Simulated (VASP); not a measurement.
Level of theory: PBEsol GGA, VASP's PBE PAW potentials (set 64) (plane waves; VASP).

A VASP calculation is set up with these files.

File POSCAR:
```
TaCo3
1
    3.5397600000     0.0000000000     0.0000000000
    0.0000000000     3.5397600000     0.0000000000
    0.0000000000     0.0000000000     3.5397600000
Ta Co
1 3
Direct
  0.0000000000   0.0000000000   0.0000000000
  0.0000000000   0.5000000000   0.5000000000
  0.5000000000   0.0000000000   0.5000000000
  0.5000000000   0.5000000000   0.0000000000
```

INCAR:
```
SYSTEM = TaCo3
PREC = Accurate; ENCUT = 300; LREAL = .FALSE.
LASPH = .TRUE.
EDIFF = 1E-6; NELM = 100; ALGO = Normal
LMAXMIX = 6
ISMEAR = -1; SIGMA = 0.1
GGA = PS
ISPIN = 2
IBRION = 2; NSW = 50; ISIF = 3
EDIFFG = -0.01
LWAVE = .FALSE.; LCHARG = .FALSE.; LORBIT = 11
```

**KPOINTS**
```
Regular mesh
0
G
 9 9 9
0 0 0
```

POTCAR, in this order: Ta_pv Co (PBE.64 set). Program: vasp_std. The INCAR's line for the spin-polarised start is left out here.

At this cut-off the stress carries a Pulay error, which pulls relaxed volumes low. Energy and stress use the plane-wave basis of the starting cell. The run has a spin-polarised start. Unless said otherwise, spin-orbit coupling is left out, though it shifts the bands of the heavy elements here.

Question: What does the run give for the energy per atom (σ→0), cell moment, volume per atom, band gap (on the k-mesh)?

Answer: 
```
Property                                                    Result
------------------------  ----------------------------------------
energy per atom (σ→0)                               -9.223 eV/atom
cell moment                                                0.00 μB
band gap (on the k-mesh)  none (metal, semimetal or under 0.01 eV)
volume per atom                                      11.53 Å³/atom
```

**OSZICAR**
```
...
       N       E                     dE             d eps       ncg     rms          rms(c)
DAV:   1    -0.369576423333E+02   -0.32927E-03   -0.44687E-03  4208   0.799E-01    0.159E-01
DAV:   2    -0.369580248949E+02   -0.38256E-03   -0.38391E-03  4704   0.800E-01    0.200E-01
DAV:   3    -0.369573614987E+02    0.66340E-03   -0.16632E-03  4768   0.547E-01    0.356E-02
DAV:   4    -0.369573521393E+02    0.93594E-05   -0.66548E-05  4128   0.609E-02    0.194E-02
DAV:   5    -0.369573500427E+02    0.20967E-05   -0.17619E-06  3108   0.123E-02    0.114E-02
DAV:   6    -0.369573491688E+02    0.87391E-06   -0.15051E-06  2396   0.882E-03
   4 F= -.36957349E+02 E0= -.36891648E+02  d E =-.640135E-01  mag=    -0.0000
```

The structure comes from a computed database's TaCo3 entry; how it stands against other phases isn't given here. This run relaxes it. Symmetry was kept, so distortions that lower it aren't found. The run is one of a series of settings (EDIFFG = -0.01, IBRION = 2, ISIF = 3, NSW = 50 against the base run), some of them coarse on purpose.
